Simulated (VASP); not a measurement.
A VASP calculation is set up with these files.

**INCAR**
```
SYSTEM = InP
PREC = Accurate
ENCUT = 400
EDIFF = 1E-6
NELM = 100
ALGO = Normal
LREAL = .FALSE.
LASPH = .TRUE.
ISMEAR = 0
SIGMA = 0.05
GGA = PE
LMAXMIX = 4
LWAVE = .FALSE.
LCHARG = .FALSE.
ISIF = 2
```

File POSCAR:
```
InP
1
    0.0000000000     2.9937000000     2.9937000000
    2.9937000000     0.0000000000     2.9937000000
    2.9937000000     2.9937000000     0.0000000000
In P
1 1
Direct
  0.0000000000   0.0000000000   0.0000000000
  0.2500000000   0.2500000000   0.2500000000
```

File KPOINTS:
```
k-points along high-symmetry lines
6
Line-mode
Reciprocal
  0.000000   0.000000   0.000000 ! GAMMA
 -0.500000  -0.500000   0.000000 ! X

 -0.500000  -0.500000   0.000000 ! X
 -0.375000  -0.375000   0.250000 ! U

 -0.375000  -0.000000   0.375000 ! K
  0.000000   0.000000   0.000000 ! GAMMA

  0.000000   0.000000   0.000000 ! GAMMA
 -0.000000  -0.000000   0.500000 ! L

 -0.000000  -0.000000   0.500000 ! L
 -0.500000  -0.250000   0.250000 ! W

 -0.500000  -0.250000   0.250000 ! W
 -0.500000  -0.500000   0.000000 ! X
```

POTCAR, in this order: In_d P (PBE.64 set). Program: vasp_std.

### Question
Does this input run properly? What does VASP do?

### Answer
There is a fault: a line-mode KPOINTS file was used for a self-consistent run. The run ends without an error. Against the sound run, the energy per atom (σ→0) increases by 0.624 eV/atom; the pressure rises by 3.16 GPa.

### standard output
```
 POSCAR found type information on POSCAR InP
 POSCAR found :  2 types and       2 ions
 Reading from existing POTCAR
 Reading from existing POTCAR
 LDA part: xc-table for (Slater+PW92), standard interpolation
 POSCAR, INCAR and KPOINTS ok, starting setup
 WAVECAR not read
 entering main loop
       N       E                     dE             d eps       ncg     rms          rms(c)
DAV:   1     0.104394669830E+03    0.10439E+03   -0.74391E+03   936   0.126E+03
DAV:   2    -0.298362930068E-01   -0.10442E+03   -0.10090E+03   986   0.292E+02
DAV:   3    -0.751880428219E+01   -0.74890E+01   -0.73096E+01  1251   0.852E+01
DAV:   4    -0.771368896170E+01   -0.19488E+00   -0.19476E+00  1111   0.155E+01
DAV:   5    -0.772167553287E+01   -0.79866E-02   -0.79863E-02  1373   0.262E+00    0.539E+00
DAV:   6    -0.717301025255E+01    0.54867E+00   -0.10753E+00  1278   0.165E+01    0.331E+00
DAV:   7    -0.714145674461E+01    0.31554E-01   -0.29068E-01  1377   0.388E+00    0.142E+00
DAV:   8    -0.714416571780E+01   -0.27090E-02   -0.23332E-02  1189   0.224E+00    0.291E-01
DAV:   9    -0.714515867117E+01   -0.99295E-03   -0.38872E-03  1280   0.102E+00    0.176E-01
DAV:  10    -0.714527033820E+01   -0.11167E-03   -0.31114E-04  1126   0.154E-01    0.123E-01
DAV:  11    -0.714543148541E+01   -0.16115E-03   -0.20240E-04  1071   0.957E-02    0.177E-02
DAV:  12    -0.714544099141E+01   -0.95060E-05   -0.29094E-05  1181   0.849E-02    0.180E-02
DAV:  13    -0.714544155508E+01   -0.56367E-06   -0.13123E-06   826   0.930E-03
   1 F= -.71454416E+01 E0= -.71454404E+01  d E =-.233548E-05
```

### OUTCAR
```
------------------------ aborting loop because EDIFF is reached ----------------------------------------
  FORCE on cell =-STRESS in cart. coord.  units (eV):
  Direction    XX          YY          ZZ          XY          YZ          ZX
  --------------------------------------------------------------------------------------
  Total        0.7593845      0.7593845      0.7593845      0.0000000      0.0000000      0.0000000
  in kB       22.6734444     22.6734444     22.6734444      0.0000000      0.0000000      0.0000000
  external PRESSURE =      22.6734444 kB  Pullay stress =       0.0000000 kB
  volume of cell :       53.66
      direct lattice vectors                 reciprocal lattice vectors
     0.000000000  2.993700000  2.993700000    -0.167017403  0.167017403  0.167017403
     2.993700000  0.000000000  2.993700000     0.167017403 -0.167017403  0.167017403
     2.993700000  2.993700000  0.000000000     0.167017403  0.167017403 -0.167017403
  FREE ENERGIE OF THE ION-ELECTRON SYSTEM (eV)
  ---------------------------------------------------
  free  energy   TOTEN  =        -7.1454415551 eV

  energy  without entropy=       -7.1454392196  energy(sigma->0) =       -7.14544039
```
(Selected blocks of OUTCAR.)

To mend it, correct KPOINTS.
**KPOINTS**
```
Automatic mesh
0
Gamma
6 6 6
0 0 0
```
The mended run (PBE GGA, plane waves, VASP's PBE PAW potentials (set 64)) converges, and its OSZICAR ends with
```
   1 F= -.83935495E+01 E0= -.83935495E+01  d E =-.107261E-08
```

The compound is InP in the zinc blende structure. The cell was not relaxed at this level.
